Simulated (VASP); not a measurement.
VASP ran on this input.

### POSCAR
```
CuF
1
    3.1206030000     0.0000000000     0.0000000000
   -1.5603010000     2.7025210000     0.0000000000
    0.0000000000     0.0000000000     5.1108270000
Cu F
2 2
Direct
  0.6666670000   0.3333330000   0.0000000000
  0.3333330000   0.6666670000   0.5000000000
  0.6666670000   0.3333330000   0.6252000000
  0.3333330000   0.6666670000   0.1252000000
```

### INCAR
```
SYSTEM = CuF
PREC = Accurate
ENCUT = 520
EDIFF = 1E-6
NELM = 100
ALGO = Normal
LREAL = .FALSE.
LASPH = .TRUE.
ISMEAR = 0
SIGMA = 0.05
GGA = PE
LMAXMIX = 4
LWAVE = .FALSE.
LCHARG = .FALSE.
ISIF = 2
LSORBIT = .TRUE.
MAGMOM = 0 0 0 0 0 0 0 0 0 0 0 0
GGA_COMPAT = .FALSE.
```

### KPOINTS
```
Automatic mesh
0
Gamma
6 6 4
0 0 0
```

POTCAR, in this order: Cu F (PBE.64 set). Program: vasp_std.

Task: Does this input run properly? What does VASP do?

Result: There is a fault: LSORBIT needs the non-collinear program vasp_ncl. VASP stops with an error: ERROR: Noncollinear calculations require that VASP is compiled without the flag -DNGXhalf and-DNGZhalf. You probably tried to run a noncollinear calculation (LNONCOLLINEAR=T) with the executable vasp_std. Use vasp_ncl instead! ----> I REFUSE TO CONTINUE WITH THIS SICK JOB ... BYE!!! <----

File standard output:
```
 POSCAR found type information on POSCAR CuF
 POSCAR found :  2 types and       4 ions
 Reading from existing POTCAR

 -----------------------------------------------------------------------------
|                                                                             |
|     EEEEEEE  RRRRRR   RRRRRR   OOOOOOO  RRRRRR      ###     ###     ###     |
|     E        R     R  R     R  O     O  R     R     ###     ###     ###     |
|     E        R     R  R     R  O     O  R     R     ###     ###     ###     |
|     EEEEE    RRRRRR   RRRRRR   O     O  RRRRRR       #       #       #      |
|     E        R   R    R   R    O     O  R   R                               |
|     E        R    R   R    R   O     O  R    R      ###     ###     ###     |
|     EEEEEEE  R     R  R     R  OOOOOOO  R     R     ###     ###     ###     |
|                                                                             |
|     ERROR: Noncollinear calculations require that VASP is compiled          |
|     without the flag -DNGXhalf and-DNGZhalf.                                |
|     You probably tried to run a noncollinear calculation                    |
|     (LNONCOLLINEAR=T) with the executable vasp_std. Use vasp_ncl            |
|     instead!                                                                |
|                                                                             |
|       ---->  I REFUSE TO CONTINUE WITH THIS SICK JOB ... BYE!!! <----       |
|                                                                             |
 -----------------------------------------------------------------------------
```

To mend it, run vasp_ncl.

The mended run (PBE GGA with spin-orbit coupling, plane waves, VASP's PBE PAW potentials (set 64)) converges, and its OSZICAR ends with
```
   1 F= -.12869598E+02 E0= -.12868331E+02  d E =-.253358E-02  mag=     0.0000    -0.0000    -0.0000
```

The structure was generated: CuF was put into the wurtzite type (P6_3mc), which need not be its known phase. The cell was not relaxed at this level.
